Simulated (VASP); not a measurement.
A convergence study with VASP on Pt (fcc): a few settings are varied, all else stays as given below, so the limit is that of these other settings. The cell's lengths are 1 % over those of the tabulated start, so it is off equilibrium.

```
Pt
1.0
    0.00000     1.97960     1.97960
    1.97960     0.00000     1.97960
    1.97960     1.97960     0.00000
Pt
1
Direct
  0.00000   0.00000   0.00000
```

Calculation: PBEsol GGA, VASP's PBE PAW potentials (set 64) (plane waves; VASP). The last row used: 550 eV cut-off, 14×14×14 Γ-centred mesh, first-order Methfessel-Paxton smearing of 0.10 eV, potentials Pt.

| setting | E (eV/atom) | pressure (GPa) | electronic steps |
|---|---|---|---|
| ALGO = Normal, EDIFF = 1E-2 | -6.9571 | -10.43 | 8 |
| ALGO = Normal, EDIFF = 1E-3 | -6.9570 | -8.98 | 9 |
| ALGO = Normal, EDIFF = 1E-4 | -6.9570 | -8.91 | 10 |
| ALGO = Normal, EDIFF = 1E-5 | -6.9570 | -8.89 | 10 |
| ALGO = Normal, EDIFF = 1E-6 | -6.9570 | -8.90 | 11 |
| ALGO = Normal, EDIFF = 1E-7 | -6.9570 | -8.90 | 12 |
| ALGO = Normal, EDIFF = 1E-8 | -6.9570 | -8.90 | 13 |
| ALGO = Normal, EDIFF = 1E-9 | -6.9570 | -8.90 | 13 |
| ALGO = Fast, EDIFF = 1E-2 | -6.9573 | -12.75 | 8 |
| ALGO = Fast, EDIFF = 1E-3 | -6.9570 | -8.58 | 9 |
| ALGO = Fast, EDIFF = 1E-4 | -6.9570 | -8.86 | 10 |
| ALGO = Fast, EDIFF = 1E-5 | -6.9570 | -8.62 | 11 |
| ALGO = Fast, EDIFF = 1E-6 | -6.9570 | -8.90 | 12 |
| ALGO = Fast, EDIFF = 1E-7 | -6.9570 | -8.87 | 14 |
| ALGO = Fast, EDIFF = 1E-8 | -6.9570 | -8.87 | 17 |
| ALGO = Fast, EDIFF = 1E-9 | -6.9570 | -8.90 | 23 |
| ALGO = All, EDIFF = 1E-2 | -6.9569 | -9.05 | 9 |
| ALGO = All, EDIFF = 1E-3 | -6.9570 | -8.87 | 10 |
| ALGO = All, EDIFF = 1E-4 | -6.9570 | -8.87 | 10 |
| ALGO = All, EDIFF = 1E-5 | -6.9570 | -8.91 | 11 |
| ALGO = All, EDIFF = 1E-6 | -6.9570 | -8.90 | 12 |
| ALGO = All, EDIFF = 1E-7 | -6.9570 | -8.90 | 13 |
| ALGO = All, EDIFF = 1E-8 | -6.9570 | -8.90 | 15 |
| ALGO = All, EDIFF = 1E-9 | -6.9570 | -8.90 | 17 |

Left out are rungs that failed or repeat a setting and relaxations that didn't move; long series are thinned to 24 rows.

The compound is Pt in the fcc structure. The cell was not relaxed at this level.
